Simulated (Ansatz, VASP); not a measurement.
# Cross-check of SrBe3 between VASP and Ansatz, part 3 of 3

Wanted: the spread between two codes on one cell, functional and k mesh. The cell is generated by rule, not measured, and may not be a known phase. The cell is taken from a series of runs on this material, whose earlier steps may have relaxed, scaled, displaced or heated it; both programs get it as it stands.

VASP 6.6.1 and Ansatz 0.2.0.

So far: The structure; Ansatz: zone-centre phonons, PBEsol; VASP: zone-centre phonons, PBEsol.

## (3) VASP: zone-centre phonons, PBEsol (continued)

Level of this step: PBEsol; plane waves and PAW (Be, Sr_sv); invented cell (VASP).

Numbers of over 12 decimals in the logs are rounded to 6 here.

Parts of OUTCAR (step 3):

```text
ion  position               nearest neighbor table
   1  0.000  0.500  0.663-   3 2.04   4 2.04   5 2.04   6 2.04   7 3.16   8 3.16   8 3.16   7 3.16

  LATTYP: Found a simple tetragonal cell.
 ALAT       =     5.2474588289
 C/A-ratio  =     0.9966671423

 Subroutine GETGRP returns: Found 16 space group operations
 (whereof  8 operations were pure point group operations)

The static configuration has the point symmetry D_2d.
 The point group associated with its full space group is D_4h.

 Found     40 irreducible k-points:

   k-points           NKPTS =     40   k-points in BZ     NKDIM =     40   number of bands    NBANDS=     24

   dimension x,y,z NGX =    42 NGY =   42 NGZ =   42
   dimension x,y,z NGXF=    84 NGYF=   84 NGZF=   84

   ENCUT  =  600.0 eV  44.10 Ry    6.64 a.u.  10.48 10.48 10.45*2*pi/ulx,y,z

   NELECT =      32.0000    total number of electrons

 k-points in reciprocal lattice and weights: Automatic mesh
   0.00000000  0.00000000  0.00000000       0.005
   0.16666667  0.00000000  0.00000000       0.019
   0.33333333  0.00000000  0.00000000       0.019
   0.50000000  0.00000000  0.00000000       0.009
   0.16666667  0.16666667  0.00000000       0.019
   0.33333333  0.16666667  0.00000000       0.037
   0.50000000  0.16666667  0.00000000       0.019
   0.33333333  0.33333333  0.00000000       0.019
   0.50000000  0.33333333  0.00000000       0.019
[...]
0.50000000  0.33333333  0.50000000       0.019
   0.50000000  0.50000000  0.50000000       0.005

 average (electrostatic) potential at core
       1 -35.7029       2 -35.7029       3 -36.7034       4 -36.7034       5 -36.7034
       6 -36.7034       7 -38.0792       8 -38.0792

  Total       -0.0003553     -0.0003553      0.0469195      0.0000000     -0.0000000      0.0000000
  in kB       -0.0039530     -0.0039530      0.5219956      0.0000000     -0.0000000      0.0000000
[...]
3.93559      1.31186      2.61498         0.000000      0.000000      0.000000
      2.62373      2.62373      0.00000         0.000000     -0.000000      0.000000
      0.00000      0.00000      0.00000         0.000000      0.000000      0.000000
 -----------------------------------------------------------------------------------
    total drift:                                0.000000     -0.000000     -0.000000

 Eigenvectors and eigenvalues of the dynamical matrix
 ----------------------------------------------------

   1 f  =   22.668885 THz   142.432808 2PiTHz  756.152628 cm-1    93.750935 meV
             X         Y         Z           dx          dy          dz
      0.000000  2.623729  3.468329     0.001725   -0.506238    0.000000
      2.623729  0.000000  1.761641     0.001725   -0.506238   -0.000000
      1.311865  1.311865  2.614985    -0.190743    0.245659    0.161013
      3.935594  3.935594  2.614985    -0.190743    0.245659   -0.161013
      1.311865  3.935594  2.614985     0.189073    0.244365   -0.159919
      3.935594  1.311865  2.614985     0.189073    0.244365    0.159919
      2.623729  2.623729  0.000000    -0.000018    0.005230   -0.000000
      0.000000  0.000000  0.000000    -0.000018    0.005230   -0.000000

   2 f  =   22.668885 THz   142.432808 2PiTHz  756.152628 cm-1    93.750935 meV
             X         Y         Z           dx          dy          dz
      0.000000  2.623729  3.468329    -0.506238   -0.001725   -0.000000
      2.623729  0.000000  1.761641    -0.506238   -0.001725   -0.000000
      1.311865  1.311865  2.614985     0.244365   -0.189073   -0.159919
      3.935594  3.935594  2.614985     0.244365   -0.189073    0.159919
      1.311865  3.935594  2.614985     0.245659    0.190743   -0.161013
      3.935594  1.311865  2.614985     0.245659    0.190743    0.161013
      2.623729  2.623729  0.000000     0.005230    0.000018    0.000000
      0.000000  0.000000  0.000000     0.005230    0.000018   -0.000000

   3 f  =   18.913115 THz   118.834607 2PiTHz  630.873613 cm-1    78.218324 meV
             X         Y         Z           dx          dy          dz
      0.000000  2.623729  3.468329    -0.000000   -0.000000    0.388593
      2.623729  0.000000  1.761641     0.000000    0.000000    0.388593
      1.311865  1.311865  2.614985     0.254739   -0.254739   -0.211315
      3.935594  3.935594  2.614985    -0.254739    0.254739   -0.211315
      1.311865  3.935594  2.614985     0.254739    0.254739   -0.211315
      3.935594  1.311865  2.614985    -0.254739   -0.254739   -0.211315
      2.623729  2.623729  0.000000     0.000000    0.000000    0.010943
      0.000000  0.000000  0.000000    -0.000000   -0.000000    0.010943

   4 f  =   17.644528 THz   110.863841 2PiTHz  588.558113 cm-1    72.971873 meV
             X         Y         Z           dx          dy          dz
      0.000000  2.623729  3.468329     0.428552    0.562341   -0.000000
      2.623729  0.000000  1.761641    -0.428552   -0.562341    0.000000
      1.311865  1.311865  2.614985    -0.000000    0.000000    0.000000
      3.935594  3.935594  2.614985     0.000000   -0.000000    0.000000
      1.311865  3.935594  2.614985     0.000000    0.000000   -0.000000
      3.935594  1.311865  2.614985    -0.000000   -0.000000   -0.000000
      2.623729  2.623729  0.000000    -0.006527    0.008564    0.000000
      0.000000  0.000000  0.000000     0.006527   -0.008564    0.000000

   5 f  =   17.644528 THz   110.863841 2PiTHz  588.558113 cm-1    72.971873 meV
             X         Y         Z           dx          dy          dz
      0.000000  2.623729  3.468329    -0.562341    0.428552   -0.000000
      2.623729  0.000000  1.761641     0.562341   -0.428552    0.000000
      1.311865  1.311865  2.614985    -0.000000    0.000000    0.000000
      3.935594  3.935594  2.614985     0.000000   -0.000000    0.000000
      1.311865  3.935594  2.614985     0.000000    0.000000   -0.000000
      3.935594  1.311865  2.614985    -0.000000   -0.000000   -0.000000
      2.623729  2.623729  0.000000     0.008564    0.006527    0.000000
      0.000000  0.000000  0.000000    -0.008564   -0.006527    0.000000

   6 f  =   17.253606 THz   108.407604 2PiTHz  575.518348 cm-1    71.355149 meV
             X         Y         Z           dx          dy          dz
      0.000000  2.623729  3.468329     0.000000    0.000000   -0.000000
      2.623729  0.000000  1.761641    -0.000000   -0.000000    0.000000
      1.311865  1.311865  2.614985     0.318651   -0.318651   -0.216616
      3.935594  3.935594  2.614985    -0.318651    0.318651   -0.216616
      1.311865  3.935594  2.614985    -0.318651   -0.318651    0.216616
      3.935594  1.311865  2.614985     0.318651    0.318651    0.216616
      2.623729  2.623729  0.000000     0.000000   -0.000000   -0.000000
      0.000000  0.000000  0.000000     0.000000   -0.000000   -0.000000

   7 f  =   11.576140 THz    72.735030 2PiTHz  386.138454 cm-1    47.875045 meV
             X         Y         Z           dx          dy          dz
      0.000000  2.623729  3.468329     0.000000    0.000000    0.707107
      2.623729  0.000000  1.761641     0.000000    0.000000   -0.707107
      1.311865  1.311865  2.614985     0.000000   -0.000000    0.000000
      3.935594  3.935594  2.614985    -0.000000    0.000000    0.000000
      1.311865  3.935594  2.614985    -0.000000   -0.000000   -0.000000
      3.935594  1.311865  2.614985     0.000000    0.000000   -0.000000
      2.623729  2.623729  0.000000     0.000000   -0.000000    0.000000
      0.000000  0.000000  0.000000    -0.000000    0.000000   -0.000000

   8 f  =   10.300997 THz    64.723076 2PiTHz  343.604290 cm-1    42.601483 meV
             X         Y         Z           dx          dy          dz
      0.000000  2.623729  3.468329     0.000000    0.000000    0.000000
      2.623729  0.000000  1.761641     0.000000    0.000000   -0.000000
      1.311865  1.311865  2.614985    -0.153171    0.153171   -0.450641
      3.935594  3.935594  2.614985     0.153171   -0.153171   -0.450641
      1.311865  3.935594  2.614985     0.153171    0.153171    0.450641
      3.935594  1.311865  2.614985    -0.153171   -0.153171    0.450641
      2.623729  2.623729  0.000000    -0.000000   -0.000000    0.000000
      0.000000  0.000000  0.000000    -0.000000    0.000000    0.000000

   9 f  =    9.780708 THz    61.453999 2PiTHz  326.249290 cm-1    40.449738 meV
             X         Y         Z           dx          dy          dz
      0.000000  2.623729  3.468329     0.243668    0.111215   -0.000000
      2.623729  0.000000  1.761641     0.243668    0.111215    0.000000
      1.311865  1.311865  2.614985    -0.076709   -0.072325   -0.224802
      3.935594  3.935594  2.614985    -0.076709   -0.072325    0.224802
      1.311865  3.935594  2.614985    -0.033685    0.021940   -0.602313
      3.935594  1.311865  2.614985    -0.033685    0.021940    0.602313
      2.623729  2.623729  0.000000    -0.042755   -0.019514    0.000000
      0.000000  0.000000  0.000000    -0.042755   -0.019514    0.000000

  10 f  =    9.780708 THz    61.453999 2PiTHz  326.249290 cm-1    40.449738 meV
             X         Y         Z           dx          dy          dz
      0.000000  2.623729  3.468329    -0.111215    0.243668   -0.000000
      2.623729  0.000000  1.761641    -0.111215    0.243668    0.000000
      1.311865  1.311865  2.614985    -0.021940   -0.033685    0.602313
      3.935594  3.935594  2.614985    -0.021940   -0.033685   -0.602313
      1.311865  3.935594  2.614985     0.072325   -0.076709   -0.224802
      3.935594  1.311865  2.614985     0.072325   -0.076709    0.224802
      2.623729  2.623729  0.000000     0.019514   -0.042755   -0.000000
      0.000000  0.000000  0.000000     0.019514   -0.042755    0.000000

  11 f  =    9.335330 THz    58.655609 2PiTHz  311.393095 cm-1    38.607806 meV
             X         Y         Z           dx          dy          dz
      0.000000  2.623729  3.468329     0.000000    0.000000   -0.086005
      2.623729  0.000000  1.761641     0.000000    0.000000   -0.086005
      1.311865  1.311865  2.614985     0.194192   -0.194192    0.383462
      3.935594  3.935594  2.614985    -0.194192    0.194192    0.383462
    [... 145 further lines ...]
      2.623729  2.623729  0.000000     0.379311   -0.487710    0.000000
      0.000000  0.000000  0.000000     0.379311   -0.487710    0.000000

 ELASTIC MODULI CONTR FROM IONIC RELAXATION (kBar)
 Direction    XX          YY          ZZ          XY          YZ          ZX
 --------------------------------------------------------------------------------
 XX        -132.0673    -49.3381     48.0256      0.0000      0.0000     -0.0000
 YY         -49.3381   -132.0673     48.0256      0.0000      0.0000     -0.0000
 ZZ          48.0256     48.0256    -25.4288     -0.0000     -0.0000      0.0000
 XY           0.0000      0.0000     -0.0000     -0.0000     -0.0000      0.0000
 YZ           0.0000      0.0000     -0.0000     -0.0000   -131.8100     -0.0000
 ZX          -0.0000     -0.0000      0.0000      0.0000     -0.0000   -129.7609
 --------------------------------------------------------------------------------
```

## (4) Comparison

Known differences besides the potentials themselves: the data sets hold 44 valence electrons in Ansatz (on norm-conserving files, of PseudoDojo where its log says so) and 32 in VASP; the cutoff is 1197.3 eV in Ansatz and 600 eV in VASP. Total energies have different zeros and are not compared.

The two programs side by side:

| quantity | Ansatz | VASP | difference |
| --- | --- | --- | --- |
| optical mode 1 (cm⁻¹) | 62.5 | 71.3 | -12.29 % |
| optical mode 2 (cm⁻¹) | 114.8 | 115.1 | -0.27 % |
| optical mode 3 to 4 (cm⁻¹) | 119.2 | 119.5 | -0.30 % |
| optical mode 5 to 6 (cm⁻¹) | 130.9 | 131.3 | -0.30 % |
| optical mode 7 (cm⁻¹) | 199.7 | 200.8 | -0.57 % |
| optical mode 8 to 9 (cm⁻¹) | 215.3 | 216.2 | -0.42 % |
| optical mode 10 (cm⁻¹) | 243.9 | 244.7 | -0.33 % |
| optical mode 11 (cm⁻¹) | 310.3 | 311.4 | -0.35 % |
| optical mode 12 to 13 (cm⁻¹) | 325.4 | 326.2 | -0.26 % |
| optical mode 14 (cm⁻¹) | 343.0 | 343.6 | -0.17 % |
| optical mode 15 (cm⁻¹) | 386.7 | 386.1 | +0.15 % |
| optical mode 16 (cm⁻¹) | 576.4 | 575.5 | +0.15 % |
| optical mode 17 to 18 (cm⁻¹) | 589.1 | 588.6 | +0.10 % |
| optical mode 19 (cm⁻¹) | 631.0 | 630.9 | +0.03 % |
| optical mode 20 to 21 (cm⁻¹) | 756.5 | 756.2 | +0.05 % |

Modes are paired by rising frequency, not by their patterns, so a pair may set unlike modes beside each other; they are those without the splitting of longitudinal modes.

## (5) Outcome

* r.m.s. difference of the optical zone-centre modes, each program's sorted by frequency (zone-centre phonons, PBEsol): 2.0 cm⁻¹
* difference in optical mode 1 (zone-centre phonons, PBEsol): -12.3 %

**Reading.** The r.m.s. difference of the optical zone-centre modes, each program's sorted by frequency is 2.0 cm⁻¹ (zone-centre phonons, PBEsol). The data sets hold unlike numbers of valence electrons (44 in Ansatz and 32 in VASP), so part of the differences comes from the potentials. Among the rows given in per cent, the largest difference of the zone-centre phonons, PBEsol pair is in optical mode 1, -12.3 %. What causes the difference of the zone-centre phonons, PBEsol pair stays open here. 1 further run of this series is not shown here. How closely two codes agree says nothing of how well the functional describes the real material.

[Lines on the potential files, build, host, timing and source positions are cut from VASP's logs without a mark.]

[Logs are printed without paths, hosts, clocks, repeated set-up lines and the standing remarks that a program may print on its own settings, such as how far it seeks lower states.]

[Hosts, paths, dates, database ids (printed as entryN), source tags and the programs' standing remarks are cut or masked in the printed files.]
